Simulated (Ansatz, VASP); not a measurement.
HfOs: VASP beside Ansatz

The input INCAR:

```
SYSTEM = HfOs
PREC = Accurate
ENCUT = 520
EDIFF = 1E-6
ISMEAR = 1
SIGMA = 0.1
LREAL = .FALSE.
LASPH = .TRUE.
NELM = 150
ALGO = Normal
ISIF = 2
LWAVE = .FALSE.
LCHARG = .FALSE.
ISPIN = 2
MAGMOM = 0 0
LORBIT = 11
LMAXMIX = 4
NBANDS = 20
```

KPOINTS

```
regular mesh
0
G
  8 8 8
  0 0 0
```

POSCAR

```
HfOs
1.0
    3.2390000000      0.0000000000      0.0000000000
    0.0000000000      3.2390000000      0.0000000000
    0.0000000000      0.0000000000      3.2390000000
Hf Os
1 1
Direct
    0.0000000000      0.0000000000      0.0000000000
    0.5000000000      0.5000000000      0.5000000000
```

Input for Ansatz:

```yaml
crystal:
  lattice:
    - [3.239, 0.0, 0.0]
    - [0.0, 3.239, 0.0]
    - [0.0, 0.0, 3.239]
  atoms:
    - { symbol: Hf, position: [0.0, 0.0, 0.0] }
    - { symbol: Os, position: [0.5, 0.5, 0.5] }
kpoints:
  mp_grid:
    grid: [8, 8, 8]
    shift: [0.0, 0.0, 0.0]
hamiltonian:
  xc: lda
  pseudopotentials:
    kind: paw
magnetization:
  spin_polarized: true
scf:
  occupations:
    method: cold
    width: 0.1
```

Alike in both runs: task single point; functional LDA; k mesh 8 × 8 × 8; collinear spin.

```csv
,VASP,Ansatz
version,VASP 6.6.1,Ansatz 0.2.0
potentials or method,"VASP PAW LDA potentials, release 64 (Hf_pv, Os)","plane waves, PAW"
plane-wave cutoff (eV),520,420
occupations,"methfessel-paxton of order 1, width 0.1 eV","cold, width 0.1 eV"
valence electrons in the cell,18,42
```

```csv
,VASP,Ansatz,Ansatz less VASP
net moment per atom (μB),0.00,0.00,0.000
```

The two sets of potentials don't hold the same shells in valence. Ansatz warned: «no_starting_moments».

The runs have no spin-orbit coupling, so splittings on Hf, Os are missing.
